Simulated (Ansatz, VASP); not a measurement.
# Zn3C: VASP beside Ansatz

```
Zn C
1.0
    -2.44176    2.44176    2.44176
     2.44176   -2.44176    2.44176
     2.44176    2.44176   -2.44176
Zn C
3 1
Direct
  0.00000 0.50000 0.50000
  0.50000 0.00000 0.50000
  0.50000 0.50000 0.00000
  0.00000 0.00000 0.00000
```

Alike in both runs: functional PBE; k mesh 14 × 14 × 14; occupations gaussian, width 0.1 eV; no spin polarisation.

Ansatz relaxed the structure, and its values are those at the end. VASP's run is a single point on that final structure, the one shown.

|  | VASP | Ansatz |
| --- | --- | --- |
| version | VASP 6.6.1 | Ansatz 0.2.0 |
| potentials or method | VASP PAW PBE potentials, release 64 (Zn, C) | scalar-relativistic, plane waves, PAW |
| plane-wave cutoff (eV) | 520 | 420 |
| valence electrons in the cell | 40 | 40 |

Ansatz gave:

```
gap on the k mesh at the Fermi level (eV) : none
pressure (GPa)                            : 0.0
```

Task: What did VASP give for the same quantities?

Result: gap on the k mesh at the Fermi level (eV): none; pressure (GPa): 0.4.

A gap of «none» marks a metal or a gap that the smearing closes. With one functional, cell and mesh, what is left measures potentials, basis and numerics.
